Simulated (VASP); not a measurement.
```
AlP
1.0
    0.00000     2.78005     2.78005
    2.78005     0.00000     2.78005
    2.78005     2.78005     0.00000
Al P
1 1
Direct
  0.00000   0.00000   0.00000
  0.25000   0.25000   0.25000
```

Computed with PBE0 hybrid, VASP's PBE PAW potentials (set 64) (plane waves; VASP). Numerical set-up: 520 eV cut-off, 6×6×6 Γ-centred mesh, Gaussian smearing of 0.050 eV, potentials Al P.

Task: Estimate the energy per atom (σ→0), pressure, band gap (on the k-mesh) with the smallest direct gap where there is one.

Result: 
```
Property                                      Value
-----------------------------------  --------------
band gap (on the k-mesh)                    3.04 eV
smallest direct gap (on the k-mesh)         4.41 eV
energy per atom (σ→0)                -6.433 eV/atom
pressure                                  -4.13 GPa
```

The compound is AlP in the zinc blende structure. This cell is one point of a volume scan, at 1.03 of the reference volume. The cell's shape comes from a PBE relaxation.
